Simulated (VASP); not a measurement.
These are PBEsol GGA, VASP's PBE PAW potentials (set 64) (plane waves; VASP 6.6.1) values and carry that method's errors.

Input for VASP

### KPOINTS
```
Automatic mesh
0
G
  8 8 8
0 0 0
```

INCAR:
```
ALGO  =  Normal
EDIFF  =  1E-6
EDIFFG  =  -0.02
ENCUT  =  500
GGA  =  PS
IBRION  =  2
ISIF  =  3
ISMEAR  =  0
LASPH  =  T
LCHARG  =  F
LMAXMIX  =  4
LREAL  =  F
LWAVE  =  F
NELM  =  100
NSW  =  40
PREC  =  Accurate
PSTRESS  =  100
SIGMA  =  0.05
SYSTEM  =  PbSe
```

**POSCAR**
```
PbSe
1
    0.0000000000     2.9710778268     2.9710778268
    2.9710778268     0.0000000000     2.9710778268
    2.9710778268     2.9710778268     0.0000000000
Pb Se
1 1
Direct
  0.0000000000   0.0000000000   0.0000000000
  0.5000000000   0.5000000000   0.5000000000
```

POTCAR, in this order: Pb_d Se (PBE.64 set). Program: vasp_std.

Output

### OSZICAR
```
       N       E                     dE             d eps       ncg     rms          rms(c)
DAV:   1     0.152034014463E+03    0.15203E+03   -0.96089E+03   820   0.143E+03
DAV:   2     0.220310808901E+01   -0.14983E+03   -0.14594E+03   848   0.352E+02
DAV:   3    -0.883634345257E+01   -0.11039E+02   -0.10929E+02  1100   0.996E+01
DAV:   4    -0.906371026082E+01   -0.22737E+00   -0.22726E+00   846   0.167E+01
DAV:   5    -0.907161621738E+01   -0.79060E-02   -0.79059E-02  1146   0.314E+00    0.294E+00
DAV:   6    -0.886086323855E+01    0.21075E+00   -0.53220E-01  1242   0.685E+00    0.181E+00
DAV:   7    -0.885300143156E+01    0.78618E-02   -0.93447E-02   948   0.197E+00    0.868E-01
DAV:   8    -0.885322381859E+01   -0.22239E-03   -0.77776E-03   986   0.122E+00    0.665E-02
DAV:   9    -0.885310879983E+01    0.11502E-03   -0.97009E-04  1238   0.388E-01    0.476E-02
DAV:  10    -0.885312813704E+01   -0.19337E-04   -0.89022E-05   890   0.873E-02    0.160E-02
DAV:  11    -0.885312629613E+01    0.18409E-05   -0.29797E-05  1192   0.706E-02    0.715E-03
DAV:  12    -0.885312625054E+01    0.45597E-07   -0.20833E-06   842   0.145E-02
   1 F= -.55792557E+01 E0= -.55792174E+01  d E =-.557926E+01
       N       E                     dE             d eps       ncg     rms          rms(c)
DAV:   1    -0.113227319241E+02   -0.24696E+01   -0.79466E+01  1022   0.153E+02    0.955E+00
DAV:   2    -0.881091436369E+01    0.25118E+01   -0.55269E+00   992   0.610E+01    0.321E+00
DAV:   3    -0.845784110020E+01    0.35307E+00   -0.15544E+00  1010   0.249E+01    0.502E-01
DAV:   4    -0.846359691759E+01   -0.57558E-02   -0.41284E-02   818   0.196E+00    0.288E-01
DAV:   5    -0.846623032902E+01   -0.26334E-02   -0.61225E-03   994   0.898E-01    0.613E-02
DAV:   6    -0.846622045351E+01    0.98755E-05   -0.30807E-04   974   0.198E-01    0.251E-02
DAV:   7    -0.846619811309E+01    0.22340E-04   -0.35968E-05   848   0.419E-02    0.428E-03
DAV:   8    -0.846619871560E+01   -0.60251E-06   -0.18340E-06   874   0.121E-02
   2 F= -.55694462E+01 E0= -.55694462E+01  d E =0.980958E-02
       N       E                     dE             d eps       ncg     rms          rms(c)
DAV:   1    -0.941996075325E+01   -0.95376E+00   -0.23880E+01  1034   0.105E+02    0.455E+00
DAV:   2    -0.882456516220E+01    0.59540E+00   -0.12649E+00  1004   0.224E+01    0.172E+00
DAV:   3    -0.871511953067E+01    0.10945E+00   -0.49259E-01  1016   0.132E+01    0.267E-01
DAV:   4    -0.871595213236E+01   -0.83260E-03   -0.13898E-02   886   0.168E+00    0.946E-02
DAV:   5    -0.871582868002E+01    0.12345E-03   -0.16587E-03  1106   0.748E-01    0.380E-02
DAV:   6    -0.871580997208E+01    0.18708E-04   -0.94827E-05  1102   0.108E-01    0.196E-02
DAV:   7    -0.871581012416E+01   -0.15208E-06   -0.20202E-05   896   0.608E-02    0.317E-03
DAV:   8    -0.871580794529E+01    0.21789E-05   -0.18725E-06   818   0.113E-02    0.713E-04
DAV:   9    -0.871580794175E+01    0.35404E-08   -0.64207E-08   442   0.301E-03
   3 F= -.56296199E+01 E0= -.56296199E+01  d E =-.503642E-01
```

### OUTCAR
```
------------------------ aborting loop because EDIFF is reached ----------------------------------------
  FORCE on cell =-STRESS in cart. coord.  units (eV):
  Direction    XX          YY          ZZ          XY          YZ          ZX
  --------------------------------------------------------------------------------------
  Total        3.0684663      3.0684663      3.0684663      0.0000000      0.0000000      0.0000000
  in kB       99.4257749     99.4257749     99.4257749      0.0000000      0.0000000      0.0000000
  external PRESSURE =      -0.5742251 kB  Pullay stress =     100.0000000 kB
  volume of cell :       49.45
      direct lattice vectors                 reciprocal lattice vectors
     0.000000000  2.913182250  2.913182250    -0.171633615  0.171633615  0.171633615
     2.913182250  0.000000000  2.913182250     0.171633615 -0.171633615  0.171633615
     2.913182250  2.913182250  0.000000000     0.171633615  0.171633615 -0.171633615
  FREE ENERGIE OF THE ION-ELECTRON SYSTEM (eV)
  ---------------------------------------------------
  free  energy   TOTEN  =        -8.7158079418 eV

  energy  without entropy=       -8.7158079417  energy(sigma->0) =       -8.71580794
  enthalpy is  TOTEN    =        -5.6296199376 eV   P V=        3.0861880041

 reached required accuracy - stopping structural energy minimisation
```
(Selected blocks of OUTCAR.)

CONTCAR:
```
PbSe
   1.00000000000000
     0.0000000000000000    2.9131822503676381    2.9131822503676381
     2.9131822503676381    0.0000000000000000    2.9131822503676381
     2.9131822503676381    2.9131822503676381    0.0000000000000000
  Pb              Se
     1     1
Direct
     0.0000000000000000    0.0000000000000000    0.0000000000000000
     0.5000000000000000    0.5000000000000000    0.5000000000000000
```

File OUTCAR:
```
 val. band max:        6.6783269396   @ k =   0.5000   0.0000   0.0000

 cond. band min:       7.0777399595   @ k =   0.5000   0.0000   0.0000


 Fermi energy:         6.8790540903

 k-point     1 :       0.0000    0.0000    0.0000
  band No.  band energies     occupation
      1     -10.2009      2.00000
      2     -10.2009      2.00000
      3     -10.1928      2.00000
      4     -10.1928      2.00000
      5     -10.1928      2.00000
      6      -8.1174      2.00000
      7       0.8246      2.00000
      8       4.2894      2.00000
      9       4.2894      2.00000
     10       4.2894      2.00000
     11      11.8807      0.00000
     12      11.8807      0.00000
     13      11.8807      0.00000
     14      12.9870      0.00000

 k-point     2 :       0.1250    0.0000    0.0000
  band No.  band energies     occupation
      1     -10.2073      2.00000
      2     -10.2073      2.00000
      3     -10.1924      2.00000
      4     -10.1849      2.00000
      5     -10.1849      2.00000
      6      -7.9646      2.00000
      7       0.1498      2.00000
      8       4.3443      2.00000
      9       4.3443      2.00000
     10       4.8008      2.00000
     11      10.5445      0.00000
     12      10.9809      0.00000
     13      10.9809      0.00000
     14      12.8152      0.00000

 k-point     3 :       0.2500    0.0000    0.0000
  band No.  band energies     occupation
      1     -10.2246      2.00000
      2     -10.2246      2.00000
      3     -10.1923      2.00000
      4     -10.1640      2.00000
      5     -10.1640      2.00000
      6      -7.5354      2.00000
      7      -1.1583      2.00000
      8       4.5043      2.00000
      9       4.5043      2.00000
     10       5.6275      2.00000
     11       8.9060      0.00000
     12       9.6167      0.00000
     13       9.6167      0.00000
     14      13.0535      0.00000

 k-point     4 :       0.3750    0.0000    0.0000
  band No.  band energies     occupation
...
```

Energy and stress use the plane-wave basis of the starting cell. Unless said otherwise, spin-orbit coupling is left out, though it shifts the bands of the heavy elements here.

The structure was generated: PbSe was put into the rock salt type (Fm-3m), which need not be its known phase. This run relaxes it under an external pressure of 10 GPa. Symmetry was kept, so distortions that lower it aren't found.
